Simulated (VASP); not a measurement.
Method: PBE GGA, VASP's PBE PAW potentials (set 64) (plane waves; VASP).

VASP ran on this input.

KPOINTS:
```
Automatic mesh
0
Gamma
1 1 1
0 0 0
```

### INCAR
```
SYSTEM  =  Al35N36
PREC  =  Normal; ENCUT  =  400; LREAL  =  Auto
LASPH  =  T; ISYM  =  0; NELECT  =  288.0
EDIFF  =  1E-5; NELM  =  100; NELMIN  =  4
ALGO  =  Fast
ISMEAR  =  0; SIGMA  =  0.05
GGA  =  PE
IBRION  =  2; NSW  =  60; ISIF  =  2
EDIFFG  =  -0.03
LWAVE  =  F; LCHARG  =  F
```

**POSCAR**
```
Al35N36
1
    4.6932676572    -8.1289780182     0.0000000000
    4.6932676572     8.1289780182     0.0000000000
    0.0000000000     0.0000000000    10.0192026154
Al N
35 36
Direct
  0.2222220000   0.1111110000   0.2500000000
  0.1111110000   0.2222220000   0.0000000000
  0.2222220000   0.1111110000   0.7500000000
  0.1074920000   0.2211480000   0.4992230000
  0.2160250000   0.4413550000   0.2456200000
  0.1111110000   0.5555560000   0.0000000000
  0.2261980000   0.4435630000   0.7485270000
  0.1102230000   0.5539940000   0.5047900000
  0.2222220000   0.7777780000   0.2500000000
  0.1111110000   0.8888890000   0.0000000000
  0.2222220000   0.7777780000   0.7500000000
  0.1111110000   0.8888890000   0.5000000000
  0.5555560000   0.1111110000   0.2500000000
  0.4444440000   0.2222220000   0.0000000000
  0.5555560000   0.1111110000   0.7500000000
  0.4461870000   0.2184350000   0.4975870000
  0.5575620000   0.4476980000   0.2541090000
  0.4444440000   0.5555560000   0.0000000000
  0.5496770000   0.4399160000   0.7536330000
  0.5582280000   0.7801640000   0.2520150000
  0.4444440000   0.8888890000   0.0000000000
  0.5520000000   0.7769370000   0.7459720000
  0.4381240000   0.8850660000   0.5029260000
  0.8888890000   0.1111110000   0.2500000000
  0.7777780000   0.2222220000   0.0000000000
  0.8888890000   0.1111110000   0.7500000000
  0.7777780000   0.2222220000   0.5000000000
  0.8888890000   0.4444440000   0.2500000000
  0.7777780000   0.5555560000   0.0000000000
  0.8888890000   0.4444440000   0.7500000000
  0.7761090000   0.5563970000   0.5046190000
  0.8888890000   0.7777780000   0.2500000000
  0.7777780000   0.8888890000   0.0000000000
  0.8888890000   0.7777780000   0.7500000000
  0.7838530000   0.8917560000   0.5038050000
  0.2222220000   0.1111110000   0.4410000000
  0.1111110000   0.2222220000   0.1910000000
  0.2222220000   0.1111110000   0.9410000000
  0.1111110000   0.2222220000   0.6910000000
  0.2230740000   0.4445940000   0.4363420000
  0.1111110000   0.5555560000   0.1910000000
  0.2222220000   0.4444440000   0.9410000000
  0.1111110000   0.5555560000   0.6910000000
  0.2222220000   0.7777780000   0.4410000000
  0.1111110000   0.8888890000   0.1910000000
  0.2222220000   0.7777780000   0.9410000000
  0.1111110000   0.8888890000   0.6910000000
  0.5555560000   0.1111110000   0.4410000000
  0.4444440000   0.2222220000   0.1910000000
  0.5555560000   0.1111110000   0.9410000000
  0.4444440000   0.2222220000   0.6910000000
  0.5518680000   0.4441120000   0.4381250000
  0.4435780000   0.5518850000   0.1884750000
  0.5555560000   0.4444440000   0.9410000000
  0.4435490000   0.5491710000   0.6902250000
  0.5514430000   0.7788730000   0.4362590000
  0.4444440000   0.8888890000   0.1910000000
  0.5555560000   0.7777780000   0.9410000000
  0.4444440000   0.8888890000   0.6910000000
  0.8888890000   0.1111110000   0.4410000000
  0.7777780000   0.2222220000   0.1910000000
  0.8888890000   0.1111110000   0.9410000000
  0.7777780000   0.2222220000   0.6910000000
  0.8888890000   0.4444440000   0.4410000000
  0.7777780000   0.5555560000   0.1910000000
  0.8888890000   0.4444440000   0.9410000000
  0.7777780000   0.5555560000   0.6910000000
  0.8888890000   0.7777780000   0.4410000000
  0.7777780000   0.8888890000   0.1910000000
  0.8888890000   0.7777780000   0.9410000000
  0.7777780000   0.8888890000   0.6910000000
```

POTCAR, in this order: Al N (PBE.64 set). Program: vasp_gam.

Output

File OSZICAR:
```
...
RMM:   4    -0.499921871351E+03    0.33899E-03   -0.31192E-03   361   0.108E-01    0.352E-02
RMM:   5    -0.499921909256E+03   -0.37905E-04   -0.56219E-04   386   0.430E-02    0.272E-02
RMM:   6    -0.499921913665E+03   -0.44086E-05   -0.12348E-04   337   0.225E-02    0.131E-02
RMM:   7    -0.499921911161E+03    0.25032E-05   -0.22698E-05   235   0.107E-02
  12 F= -.49992191E+03 E0= -.49992191E+03  d E =-.153612E-01
       N       E                     dE             d eps       ncg     rms          rms(c)
DAV:   1    -0.499922582043E+03   -0.66838E-03   -0.10652E+00   360   0.227E+00    0.146E-01
RMM:   2    -0.499923754377E+03   -0.11723E-02   -0.16206E-02   360   0.257E-01    0.837E-02
RMM:   3    -0.499923771954E+03   -0.17577E-04   -0.24630E-03   362   0.919E-02    0.549E-02
RMM:   4    -0.499923703734E+03    0.68221E-04   -0.64044E-04   360   0.499E-02    0.165E-02
RMM:   5    -0.499923713453E+03   -0.97196E-05   -0.13830E-04   323   0.206E-02    0.128E-02
RMM:   6    -0.499923714365E+03   -0.91150E-06   -0.25446E-05   236   0.101E-02
  13 F= -.49992371E+03 E0= -.49992371E+03  d E =-.171644E-01
       N       E                     dE             d eps       ncg     rms          rms(c)
DAV:   1    -0.499928854110E+03   -0.51407E-02   -0.61227E+00   360   0.524E+00    0.333E-01
RMM:   2    -0.499934901448E+03   -0.60473E-02   -0.88026E-02   360   0.576E-01    0.192E-01
RMM:   3    -0.499934864008E+03    0.37440E-04   -0.13561E-02   363   0.209E-01    0.127E-01
RMM:   4    -0.499934434386E+03    0.42962E-03   -0.36815E-03   361   0.113E-01    0.353E-02
RMM:   5    -0.499934489979E+03   -0.55593E-04   -0.71905E-04   383   0.468E-02    0.275E-02
RMM:   6    -0.499934494539E+03   -0.45605E-05   -0.10228E-04   339   0.214E-02    0.121E-02
RMM:   7    -0.499934495014E+03   -0.47492E-06   -0.21003E-05   233   0.962E-03
  14 F= -.49993450E+03 E0= -.49993450E+03  d E =-.107806E-01
       N       E                     dE             d eps       ncg     rms          rms(c)
DAV:   1    -0.499934558082E+03   -0.63543E-04   -0.11767E-01   392   0.726E-01    0.472E-02
RMM:   2    -0.499934675575E+03   -0.11749E-03   -0.17029E-03   360   0.800E-02    0.263E-02
RMM:   3    -0.499934675501E+03    0.74358E-07   -0.26647E-04   348   0.296E-02    0.174E-02
RMM:   4    -0.499934668190E+03    0.73105E-05   -0.67515E-05   292   0.156E-02
  15 F= -.49993467E+03 E0= -.49993467E+03  d E =-.109538E-01
       N       E                     dE             d eps       ncg     rms          rms(c)
DAV:   1    -0.499937176149E+03   -0.25006E-02   -0.53327E+00   360   0.470E+00    0.303E-01
RMM:   2    -0.499942152264E+03   -0.49761E-02   -0.73389E-02   360   0.502E-01    0.175E-01
RMM:   3    -0.499942011113E+03    0.14115E-03   -0.11247E-02   363   0.185E-01    0.113E-01
RMM:   4    -0.499941660415E+03    0.35070E-03   -0.30408E-03   361   0.992E-02    0.334E-02
RMM:   5    -0.499941706037E+03   -0.45622E-04   -0.61378E-04   384   0.423E-02    0.253E-02
RMM:   6    -0.499941709358E+03   -0.33211E-05   -0.81662E-05   321   0.192E-02
  16 F= -.49994171E+03 E0= -.49994171E+03  d E =-.704117E-02
       N       E                     dE             d eps       ncg     rms          rms(c)
DAV:   1    -0.499941714170E+03   -0.81331E-05   -0.55036E-03   424   0.151E-01    0.111E-02
RMM:   2    -0.499941719724E+03   -0.55534E-05   -0.80327E-05   263   0.171E-02    0.679E-03
RMM:   3    -0.499941719898E+03   -0.17437E-06   -0.14064E-05   225   0.672E-03    0.471E-03
RMM:   4    -0.499941719704E+03    0.19394E-06   -0.32186E-06   191   0.335E-03
  17 F= -.49994172E+03 E0= -.49994172E+03  d E =-.705151E-02
       N       E                     dE             d eps       ncg     rms          rms(c)
DAV:   1    -0.499942501024E+03   -0.78113E-03   -0.27174E+00   368   0.357E+00    0.225E-01
RMM:   2    -0.499945608226E+03   -0.31072E-02   -0.41084E-02   360   0.399E-01    0.132E-01
RMM:   3    -0.499945668345E+03   -0.60119E-04   -0.60263E-03   362   0.141E-01    0.912E-02
RMM:   4    -0.499945459884E+03    0.20846E-03   -0.16701E-03   361   0.789E-02    0.256E-02
RMM:   5    -0.499945479912E+03   -0.20028E-04   -0.31418E-04   367   0.318E-02    0.192E-02
RMM:   6    -0.499945482763E+03   -0.28507E-05   -0.65097E-05   307   0.162E-02
  18 F= -.49994548E+03 E0= -.49994548E+03  d E =-.376306E-02
       N       E                     dE             d eps       ncg     rms          rms(c)
DAV:   1    -0.499945481966E+03   -0.20541E-05   -0.65203E-05   360   0.192E-02    0.731E-03
RMM:   2    -0.499945482392E+03   -0.42614E-06   -0.70210E-06   214   0.619E-03    0.451E-03
RMM:   3    -0.499945482454E+03   -0.62035E-07   -0.63192E-07   134   0.222E-03    0.283E-03
RMM:   4    -0.499945482463E+03   -0.89294E-08   -0.17348E-07    86   0.164E-03
  19 F= -.49994548E+03 E0= -.49994548E+03  d E =-.376276E-02
       N       E                     dE             d eps       ncg     rms          rms(c)
DAV:   1    -0.499945876051E+03   -0.39360E-03   -0.92985E-01   368   0.224E+00    0.139E-01
RMM:   2    -0.499946767359E+03   -0.89131E-03   -0.13984E-02   360   0.245E-01    0.796E-02
RMM:   3    -0.499946706608E+03    0.60750E-04   -0.19484E-03   362   0.878E-02    0.521E-02
RMM:   4    -0.499946633869E+03    0.72740E-04   -0.62015E-04   360   0.484E-02    0.150E-02
RMM:   5    -0.499946642078E+03   -0.82088E-05   -0.11826E-04   324   0.200E-02    0.106E-02
RMM:   6    -0.499946642844E+03   -0.76618E-06   -0.16153E-05   224   0.846E-03
  20 F= -.49994664E+03 E0= -.49994664E+03  d E =-.116038E-02
       N       E                     dE             d eps       ncg     rms          rms(c)
DAV:   1    -0.499946682233E+03   -0.40156E-04   -0.35582E-02   368   0.438E-01    0.280E-02
RMM:   2    -0.499946716420E+03   -0.34187E-04   -0.53566E-04   360   0.481E-02    0.159E-02
RMM:   3    -0.499946713739E+03    0.26815E-05   -0.72200E-05   274   0.169E-02    0.104E-02
RMM:   4    -0.499946710622E+03    0.31161E-05   -0.20966E-05   233   0.890E-03
  21 F= -.49994671E+03 E0= -.49994671E+03  d E =-.122816E-02
       N       E                     dE             d eps       ncg     rms          rms(c)
DAV:   1    -0.499947083196E+03   -0.36946E-03   -0.20742E-01   368   0.107E+00    0.675E-02
RMM:   2    -0.499947287857E+03   -0.20466E-03   -0.31220E-03   360   0.118E-01    0.379E-02
RMM:   3    -0.499947276935E+03    0.10922E-04   -0.42285E-04   364   0.423E-02    0.242E-02
RMM:   4    -0.499947263423E+03    0.13511E-04   -0.11979E-04   343   0.221E-02    0.695E-03
RMM:   5    -0.499947265028E+03   -0.16044E-05   -0.20786E-05   230   0.915E-03
  22 F= -.49994727E+03 E0= -.49994727E+03  d E =-.554405E-03
       N       E                     dE             d eps       ncg     rms          rms(c)
DAV:   1    -0.499947270681E+03   -0.72573E-05   -0.33680E-03   424   0.136E-01    0.891E-03
RMM:   2    -0.499947274575E+03   -0.38944E-05   -0.56753E-05   273   0.162E-02    0.531E-03
RMM:   3    -0.499947274561E+03    0.14539E-07   -0.85162E-06   204   0.597E-03    0.362E-03
RMM:   4    -0.499947274365E+03    0.19576E-06   -0.22023E-06   189   0.300E-03
  23 F= -.49994727E+03 E0= -.49994727E+03  d E =-.563743E-03
       N       E                     dE             d eps       ncg     rms          rms(c)
DAV:   1    -0.499947445155E+03   -0.17059E-03   -0.17656E-01   368   0.100E+00    0.635E-02
RMM:   2    -0.499947615939E+03   -0.17078E-03   -0.27368E-03   360   0.112E-01    0.352E-02
RMM:   3    -0.499947604987E+03    0.10952E-04   -0.38857E-04   363   0.403E-02    0.224E-02
RMM:   4    -0.499947593753E+03    0.11234E-04   -0.10962E-04   337   0.210E-02    0.665E-03
RMM:   5    -0.499947595374E+03   -0.16209E-05   -0.20047E-05   230   0.850E-03
  24 F= -.49994760E+03 E0= -.49994760E+03  d E =-.321009E-03
```

**OUTCAR**
```
------------------------ aborting loop because EDIFF is reached ----------------------------------------
  FORCE on cell =-STRESS in cart. coord.  units (eV):
  Direction    XX          YY          ZZ          XY          YZ          ZX
  --------------------------------------------------------------------------------------
  Total       24.8307940     25.0161955     10.6239416      0.0005271      0.0001815      0.0019384
  in kB       52.0387388     52.4272909     22.2649554      0.0011047      0.0003804      0.0040624
  external PRESSURE =      42.2436617 kB  Pullay stress =       0.0000000 kB
  volume of cell :      764.49
      direct lattice vectors                 reciprocal lattice vectors
     4.693267657 -8.128978018  0.000000000     0.106535582 -0.061508347  0.000000000
     4.693267657  8.128978018  0.000000000     0.106535582  0.061508347  0.000000000
     0.000000000  0.000000000 10.019202615     0.000000000  0.000000000  0.099808342
  FREE ENERGIE OF THE ION-ELECTRON SYSTEM (eV)
  ---------------------------------------------------
  free  energy   TOTEN  =      -499.9475953735 eV

  energy  without entropy=     -499.9475953735  energy(sigma->0) =     -499.94759537

 reached required accuracy - stopping structural energy minimisation
```
(Selected blocks of OUTCAR.)

CONTCAR:
```
Al35N36
   1.00000000000000
     4.6932676571999998   -8.1289780181999998    0.0000000000000000
     4.6932676571999998    8.1289780181999998    0.0000000000000000
     0.0000000000000000    0.0000000000000000   10.0192026153999993
  Al              N
    35    36
Direct
     0.2221871587725379    0.1114310306690206    0.2507234538435253
     0.1096935188613040    0.2214927219681909    0.0007011566339445
     0.2225299193046969    0.1120257414107644    0.7482264337949474
     0.1141913616603963    0.2279730614645287    0.4977461986758627
     0.2248993646345134    0.4456658800016002    0.2528501941795091
     0.1097164802372201    0.5545901563950687    0.0006729092473061
     0.2234779836449600    0.4449529355214619    0.7492482395579496
     0.1142347326781465    0.5527090083689619    0.4977446585265131
     0.2222327645762237    0.7771966554063083    0.2507403111735524
     0.1108073215327561    0.8885636388568380    0.9996315051436667
     0.2225587873510066    0.7769636727683842    0.7481905681631406
     0.1108354706971239    0.8885850848019250    0.4993053620396086
     0.5538066107713379    0.1101307059103818    0.2539886161923696
     0.4447920202494391    0.2214981491733197    0.0006351894477067
     0.5546047675332818    0.1105540817551922    0.7478355042514161
     0.4467484536513270    0.2279063355840184    0.4977026518781610
     0.5538332825367744    0.4456726577389460    0.2527252378128217
     0.4441380677522221    0.5552833556518408    0.9845096322944145
     0.5544800666410511    0.4449445407056930    0.7492206430499668
     0.5537935434067970    0.7745575279147425    0.2527564818573183
     0.4447968256020640    0.8897497060528247    0.0006677011961063
     0.5545080356423249    0.7759823827531772    0.7493187816018732
     0.4467764995762412    0.8852206391493250    0.4977558109025930
     0.8893080117901049    0.1101500186673835    0.2539625866656965
     0.7774672542816383    0.2219069335099550    0.0006112187985653
     0.8889410682062721    0.1105267566838496    0.7478397876122072
     0.7775105000474875    0.2219669051927557    0.4978366618474792
     0.8892979803120895    0.4455307314028916    0.2538757367845995
     0.7779318565664144    0.5545951561636162    0.0005942345413733
     0.8889090298713307    0.4447809008385579    0.7477889093037329
     0.7715057884298981    0.5526483775630495    0.4976789648679383
     0.8879829865943414    0.7772107176813025    0.2507261664381385
     0.7780028078702173    0.8897313468633761    0.0006744673903350
     0.8874723680129831    0.7769448403411503    0.7481716993177137
     0.7714898423761858    0.8852282882085108    0.4977256542381988
     0.2213721240092991    0.1097866918617564    0.4416988090394906
     0.1098219631792242    0.2191865438288035    0.1897142370754599
     0.2217306524542459    0.1104885596211688    0.9400243508257563
     0.1105936145693045    0.2213127199981678    0.6912976357635401
     0.1994997895229527    0.4329050598870527    0.4329509859338657
     0.1098735786938603    0.5570940399016674    0.1897004187398299
     0.2136939045980971    0.4400105737487233    0.9433269131171648
     0.1106067137320201    0.5557121701646109    0.6912957690222362
     0.2214366323646096    0.7779855059685598    0.4416853273179689
     0.1107827459949384    0.8885831037009296    0.1907319961017954
     0.2217823469536083    0.7776478001628163    0.9399698692388038
     0.1108454593038994    0.8886371048116329    0.6913549776736253
     0.5528192505593125    0.1095991870657653    0.4441937072215074
     0.4423236533290976    0.2191972990708903    0.1896478149876786
     0.5558874270189427    0.1111492351934279    0.9401180494787141
     0.4437469009132426    0.2213461305651783    0.6912529211527971
     0.5666257909871276    0.4329464745375595    0.4327631333722035
     0.4441406382578623    0.5552910620998955    0.1822564393522502
     0.5593700527835169    0.4400712215989689    0.9432777019945174
     0.4441865615773585    0.5553519587998534    0.7326676978027726
     0.5665002917704249    0.7999791714931461    0.4327939939679446
     0.4423542865217814    0.8895976103085901    0.1896753154712311
     0.5594396633594411    0.7857620834136754    0.9434008610338640
     0.4438163753946901    0.8888913983868554    0.6912965858168088
     0.8897984370209315    0.1096265721661817    0.4441484596173670
     0.7774417339369979    0.2219064857743293    0.1928930214732062
     0.8882737254012234    0.1111221052779719    0.9401166337293542
     0.7774670193765336    0.2219253672453311    0.6909209316675179
     0.8898595822832203    0.4466172818340496    0.4441244011457696
     0.7803036035227449    0.5571378778025894    0.1896099091697692
     0.8882729263242415    0.4434982042892852    0.9401243095278483
     0.7781119946222442    0.5556864349534668    0.6912468708967672
     0.8896029157952781    0.7780172881455411    0.4416721831689761
     0.7803090923104710    0.8896161141253796    0.1896699856965399
     0.8889218515956510    0.7776453444266465    0.9399594698150495
     0.7781141682888825    0.8888615746306189    0.6912869833198418
```

At this cut-off the stress carries a Pulay error, which pulls relaxed volumes low. The cell is charged, with a uniform compensating background. The supercell is sampled at Γ alone, which is coarse: total energies, pressure and levels can be off, energies of defects by several tenths of an eV.

The cell is a supercell with a defect, built from AlN (wurtzite): vac_Al, charge -3. The run is not spin-polarised, so no state with unpaired spins was tried.
